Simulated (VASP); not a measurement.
An input for Quantum ESPRESSO's pw.x (written as the equivalent of a VASP run, and not itself run):

```
&CONTROL
  calculation = 'scf'
  pseudo_dir = './pseudo'
  outdir = './out'
  tprnfor = .true.
  tstress = .true.
/
&SYSTEM
  ibrav = 0
  nat = 2
  ntyp = 2
  ecutwfc = 84
  occupations = 'smearing'
  smearing = 'methfessel-paxton'
  degauss = 0.00735
  input_dft = 'pz'
/
&ELECTRONS
  conv_thr = 7.3e-08
  electron_maxstep = 100
/
ATOMIC_SPECIES
  Ga 69.723 Ga.upf
  Sb 121.760 Sb.upf
CELL_PARAMETERS angstrom
     0.0000000    3.1084970    3.1084970
     3.1084970    0.0000000    3.1084970
     3.1084970    3.1084970    0.0000000
ATOMIC_POSITIONS crystal
  Ga   0.0000000  0.0000000  0.0000000
  Sb   0.7500000  0.7500000  0.7500000
K_POINTS automatic
  6 6 6 0 0 0
```

Q: Write the VASP files for the same calculation (LDA).

A: This is not unique; one that fits is 
### KPOINTS
```
Automatic mesh
0
Gamma
 6 6 6
```

### INCAR
```
EDIFF = 1E-6
LREAL = .FALSE.
LCHARG = .FALSE.
SYSTEM = GaSb
SIGMA = 0.1   # width (eV)
ENCUT = 300   # plane-wave cut-off (eV)
LWAVE = .FALSE.
ISMEAR = 1   # Methfessel-Paxton
ISIF = 2
LASPH = .TRUE.
LMAXMIX = 4   # l cut-off of mixed one-centre charges
ALGO = Normal   # blocked Davidson
NELM = 100
PREC = Accurate
```

POSCAR:
```
GaSb
1
    0.0000000000     3.1084970000     3.1084970000
    3.1084970000     0.0000000000     3.1084970000
    3.1084970000     3.1084970000     0.0000000000
Ga Sb
1 1
Direct
  0.0000000000   0.0000000000   0.0000000000
  0.7500000000   0.7500000000   0.7500000000
```

POTCAR, in this order: Ga_d Sb (LDA.64 set). Program: vasp_std.

What does not carry over: the potentials are each code's own (VASP's PAW set, PseudoDojo norm-conserving files in pw.x), so ENCUT and ecutwfc are chosen apart and not converted; conv_thr bounds pw.x's estimated SCF error, while EDIFF bounds the energy change between steps.

The structure comes from a computed database's GaSb entry; how it stands against other phases isn't given here. The cell was not relaxed at this level. The run is one of a series of settings (GGA removed, POTCAR Ga_d Sb (LDA.64 set) against the base run), some of them coarse on purpose.
